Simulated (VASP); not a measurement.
An input for Quantum ESPRESSO's pw.x (written as the equivalent of a VASP run, and not itself run):

```
&CONTROL
  calculation = 'scf'
  pseudo_dir = './pseudo'
  outdir = './out'
  tprnfor = .true.
  tstress = .true.
/
&SYSTEM
  ibrav = 0
  nat = 6
  ntyp = 3
  ecutwfc = 78
  occupations = 'smearing'
  smearing = 'fermi-dirac'
  degauss = 0.009996
  input_dft = 'pbesol'
/
&ELECTRONS
  conv_thr = 7.3e-08
  electron_maxstep = 100
/
ATOMIC_SPECIES
  Hf 178.490 Hf.upf
  Sc 44.956 Sc.upf
  Ge 72.630 Ge.upf
CELL_PARAMETERS angstrom
     3.7508000    0.0000000    0.0000000
     0.0000000    1.9057200    7.5674500
     0.0000000   -1.9057200    7.5674500
ATOMIC_POSITIONS crystal
  Hf   0.0000000  0.8943100  0.8943100
  Sc   0.5000000  0.1054400  0.1054400
  Ge   0.0000000  0.5557400  0.5557400
  Ge   0.5000000  0.4423000  0.4423000
  Ge   0.0000000  0.2520500  0.2520500
  Ge   0.5000000  0.7501600  0.7501600
K_POINTS automatic
  4 4 4 0 0 0
```

Write the VASP files for the same calculation (PBEsol).

One answer among several that fit: 
File KPOINTS:
```
Automatic mesh
0
Gamma
4 4 4
0 0 0
```

INCAR:
```
! general
SYSTEM   =  HfScGe4
PREC     =  Accurate
ENCUT    =  300
LREAL    =  F
LASPH    =  T

! electronic loop
EDIFF    =  1E-6
NELM     =  100
ALGO     =  Normal
LMAXMIX  =  6

! smearing
ISMEAR   =  -1
SIGMA    =  0.136

! functional
GGA      =  PS

! ions
ISIF     =  2

! output
LWAVE    =  F
LCHARG   =  F
```

POSCAR:
```
HfScGe4
7.567450
  0.4956491288   0.0000000000   0.0000000000
  0.0000000000   0.2518311981   1.0000000000
  0.0000000000  -0.2518311981   1.0000000000
Hf Sc Ge
1 1 4
Cartesian
  0.0000000000   0.0000000000   1.7886200000
  0.2478245644  -0.0000000000   0.2108800000
  0.0000000000  -0.0000000000   1.1114800000
  0.2478245644   0.0000000000   0.8846000000
  0.0000000000  -0.0000000000   0.5041000000
  0.2478245644   0.0000000000   1.5003200000
```

POTCAR, in this order: Hf_pv Sc_sv Ge_d (PBE.64 set). Program: vasp_std.

What does not carry over: the potentials are each code's own (VASP's PAW set, PseudoDojo norm-conserving files in pw.x), so ENCUT and ecutwfc are chosen apart and not converted; conv_thr bounds pw.x's estimated SCF error, while EDIFF bounds the energy change between steps.

The structure comes from a computed database's HfScGe4 entry (Amm2); how it stands against other phases isn't given here. The cell was not relaxed at this level. The k-mesh is coarse (spacing up to 0.42 per Å, 2π included), so the numbers may not be converged in it.
